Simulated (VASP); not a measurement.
VASP ran on this input.

**INCAR**
```
SYSTEM=Cs
PREC=Accurate; ENCUT=480; LREAL=.FALSE.
LASPH=.TRUE.
EDIFF=1E-6; NELM=100; ALGO=Normal
LMAXMIX=4; LMIXTAU=.TRUE.
ISMEAR=1; SIGMA=0.1
METAGGA=R2SCAN
IBRION=2; NSW=60; ISIF=3
EDIFFG=-0.01
LWAVE=.FALSE.; LCHARG=.FALSE.
```

File POSCAR:
```
Cs
1.0
 -3.0500000000   3.0500000000   3.0500000000
  3.0500000000  -3.0500000000   3.0500000000
  3.0500000000   3.0500000000  -3.0500000000
Cs
1
direct
  0.0000000000   0.0000000000   0.0000000000
```

File KPOINTS:
```
Automatic mesh
0
gamma
8 8 8
```

POTCAR, in this order: Cs_sv (PBE.64 set). Program: vasp_std.

### Question
Write an equivalent input for Ansatz.

### Answer
One equivalent input (not run):
Ansatz 0.2 input:
```yaml
crystal:
  lattice:
    - [-3.0500000, 3.0500000, 3.0500000]
    - [3.0500000, -3.0500000, 3.0500000]
    - [3.0500000, 3.0500000, -3.0500000]
  atoms:
    - { symbol: Cs, position: [0.0000000, 0.0000000, 0.0000000] }
kpoints:
  mp_grid: { grid: [8, 8, 8] }
hamiltonian:
  xc: r2scan
  pseudopotentials: { kind: paw }
scf:
  occupations: { method: methfessel_paxton, width: 0.1 }
  max_iter: 100
relax:
  max_steps: 60
  f_tol: 0.01
  cell: {}
output: { forces: true, stress: true, eigenvalues: true }
```
What does not carry over: each code has its own PAW files, so the cut-off isn't converted (ENCUT is set for VASP's; basis.ecutwfc is left out, and Ansatz then takes the one that its files recommend); Ansatz stops its SCF on the density residual and VASP on the energy change (EDIFF).

The compound is Cs in the bcc structure. This run relaxes it. Symmetry was kept, so distortions that lower it aren't found.
